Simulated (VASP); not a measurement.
Consider the following.

```
MoSi2
1.0
   -1.60500     1.60500     3.92500
    1.60500    -1.60500     3.92500
    1.60500     1.60500    -3.92500
Si Mo
2 1
Cartesian
  0.00000   0.00000   5.22025
  0.00000   0.00000   2.62975
  0.00000   0.00000   0.00000
```

Method: PBEsol GGA, VASP's PBE PAW potentials (set 64) (plane waves; VASP). Settings: 300 eV cut-off, 7×7×8 Γ-centred mesh, Gaussian smearing of 0.10 eV, potentials Si Mo_sv.

At this cut-off the stress carries a Pulay error, which pulls relaxed volumes low.

Q: The ions, cell shape and volume are relaxed. Predict the relaxed structure.

A: 
```
MoSi2
1.0
   -1.59543     1.59543     3.91042
    1.59543    -1.59543     3.91042
    1.59543     1.59543    -3.91042
Si Mo
2 1
Cartesian
  0.00000   0.00000   5.19949
  0.00000   0.00000   2.62134
  0.00000   0.00000   0.00000
```
Space group I4/mmm (139), at a tolerance of 0.03 Å.

Q: How do energy and volume change from the first to the last step?

A: The energy (σ→0) changes by -2.3 meV/atom and the volume by -1.6 %, in 5 ionic steps.

```json
[
 {"step": "1", "E(σ→0) (eV)": "-25.0644", "max force (eV/Å)": "0.064", "pressure (GPa)": "-3.34", "volume (Å³)": "40.44"},
 {"step": "2", "E(σ→0) (eV)": "-25.0531", "max force (eV/Å)": "0.097", "pressure (GPa)": "5.93", "volume (Å³)": "38.82"},
 {"step": "3", "E(σ→0) (eV)": "-25.0712", "max force (eV/Å)": "0.006", "pressure (GPa)": "0.02", "volume (Å³)": "39.82"},
 {"step": "4", "E(σ→0) (eV)": "-25.0712", "max force (eV/Å)": "0.004", "pressure (GPa)": "-0.02", "volume (Å³)": "39.81"},
 {"step": "5", "E(σ→0) (eV)": "-25.0713", "max force (eV/Å)": "0.005", "pressure (GPa)": "-0.02", "volume (Å³)": "39.81"}
]
```

The structure is a typed MoSi2 crystal. This run relaxes it. Symmetry was kept, so distortions that lower it aren't found. The k-mesh is coarse (spacing up to 0.35 per Å, 2π included), so the numbers may not be converged in it. The run is one of a series of settings (EDIFFG = -0.01, IBRION = 2, ISIF = 3, NSW = 50 against the base run), some of them coarse on purpose.
